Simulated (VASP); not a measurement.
Energy against volume of NaCl (rock salt). Level of theory: r2SCAN meta-GGA, VASP's PBE PAW potentials (set 64) (plane waves; VASP). Run with 520 eV cut-off, 8×8×8 Γ-centred mesh, Gaussian smearing of 0.050 eV, potentials Na_pv Cl.

```csv
V (Å³/atom),E (eV/atom)
21.246,-6.89315
21.903,-6.89509
22.560,-6.89338
23.217,-6.88867
```

**Question.** Fit these four points and predict the energy of the run at 20.588 Å³/atom.

**Answer.** A cubic in V^(−2/3), the third-order Birch-Murnaghan form, passes through the four points with V0 = 21.90 Å³/atom and B0 = 30 GPa, and gives -6.8868 eV/atom there. The run gave -6.8874 eV/atom, -0.6 meV/atom from the fit; all five points give B0 = 28 GPa.

The compound is NaCl in the rock salt structure. It was relaxed first.
